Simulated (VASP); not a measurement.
Computed with PBEsol GGA, VASP's PBE PAW potentials (set 64) (plane waves; VASP).

VASP ran on this input.

**INCAR**
```
SYSTEM = ZrB
PREC = Accurate
ENCUT = 520
EDIFF = 1E-7
NELM = 100
ALGO = Normal
LREAL = .FALSE.
LASPH = .TRUE.
ISMEAR = 0
SIGMA = 0.05
GGA = PS
LMAXMIX = 4
LWAVE = .FALSE.
LCHARG = .FALSE.
LORBIT = 11
ICHARG = 11
```

File KPOINTS:
```
k-points along high-symmetry lines
15
Line-mode
Reciprocal
  0.000000   0.000000   0.000000 ! GAMMA
 -0.500000  -0.500000   0.000000 ! X

 -0.500000  -0.500000   0.000000 ! X
 -0.375000  -0.375000   0.250000 ! U

 -0.375000  -0.000000   0.375000 ! K
  0.000000   0.000000   0.000000 ! GAMMA

  0.000000   0.000000   0.000000 ! GAMMA
 -0.000000  -0.000000   0.500000 ! L

 -0.000000  -0.000000   0.500000 ! L
 -0.500000  -0.250000   0.250000 ! W

 -0.500000  -0.250000   0.250000 ! W
 -0.500000  -0.500000   0.000000 ! X
```

### POSCAR
```
ZrB
1.0
  0.0000000000   2.6191484426   2.6191484426
  2.6191484426   0.0000000000   2.6191484426
  2.6191484426   2.6191484426   0.0000000000
Zr B
1 1
Cartesian
  0.0000000000   0.0000000000   0.0000000000
  1.3095742213   1.3095742213   1.3095742213
```

POTCAR, in this order: Zr_sv B (PBE.64 set). Program: vasp_std. Read from the step before: CHGCAR.

The run wrote:

### OSZICAR
```
       N       E                     dE             d eps       ncg     rms          rms(c)
DAV:   1     0.103942485643E+03    0.10394E+03   -0.78360E+03  1980   0.126E+03
DAV:   2    -0.938288144829E+01   -0.11333E+03   -0.10901E+03  2223   0.320E+02
DAV:   3    -0.147967014890E+02   -0.54138E+01   -0.51902E+01  3343   0.583E+01
DAV:   4    -0.149523818246E+02   -0.15568E+00   -0.15515E+00  2467   0.942E+00
DAV:   5    -0.149562531702E+02   -0.38713E-02   -0.38708E-02  2927   0.125E+00
DAV:   6    -0.149563016493E+02   -0.48479E-04   -0.48478E-04  2464   0.130E-01
DAV:   7    -0.149563021664E+02   -0.51708E-06   -0.51689E-06  2926   0.125E-02
DAV:   8    -0.149563021735E+02   -0.70752E-08   -0.67660E-08  1874   0.125E-03
   1 F= -.14956302E+02 E0= -.14954903E+02  d E =-.279813E-02
```

File OUTCAR:
```
 val. band max:        6.0726449715   @ k =  -0.3929  -0.3929   0.2143

 cond. band min:       6.0826416269   @ k =  -0.5000  -0.3929   0.1071



 k-point     1 :       0.0000    0.0000    0.0000
  band No.  band energies     occupation
      1     -42.3452      2.00000
      2     -20.3343      2.00000
      3     -20.3343      2.00000
      4     -20.3343      2.00000
      5      -1.8163      2.00000
      6       4.1433      2.00000
      7       4.1433      2.00000
      8       4.1433      2.00000
      9       8.3555      0.00000
     10       8.3555      0.00000
     11      11.2578      0.00000

 k-point     2 :      -0.0357   -0.0357    0.0000
  band No.  band energies     occupation
      1     -42.3447      2.00000
      2     -20.3381      2.00000
      3     -20.3358      2.00000
      4     -20.3358      2.00000
      5      -1.7875      2.00000
      6       4.1113      2.00000
      7       4.1614      2.00000
      8       4.1614      2.00000
      9       8.3051      0.00000
     10       8.3690      0.00000
     11      11.3194      0.00000

 k-point     3 :      -0.0714   -0.0714    0.0000
  band No.  band energies     occupation
      1     -42.3435      2.00000
      2     -20.3493      2.00000
      3     -20.3400      2.00000
      4     -20.3400      2.00000
      5      -1.7020      2.00000
      6       4.0197      2.00000
      7       4.2157      2.00000
      8       4.2157      2.00000
      9       8.1596      0.00000
     10       8.4089      0.00000
     11      11.4992      0.00000

 k-point     4 :      -0.1071   -0.1071    0.0000
  band No.  band energies     occupation
      1     -42.3415      2.00000
      2     -20.3671      2.00000
      3     -20.3469      2.00000
      4     -20.3469      2.00000
      5      -1.5626      2.00000
      6       3.8803      2.00000
      7       4.3059      2.00000
      8       4.3059      2.00000
      9       7.9351      0.00000
     10       8.4742      0.00000
...
```

The density is held fixed in this step, so its total energy and stress have no physical meaning.

The structure was generated: ZrB was put into the zinc blende type (F-43m), which need not be its known phase. It was relaxed first, which changed the volume by -33 %. The electron count is odd and the run is not spin-polarised, which forces a metal.
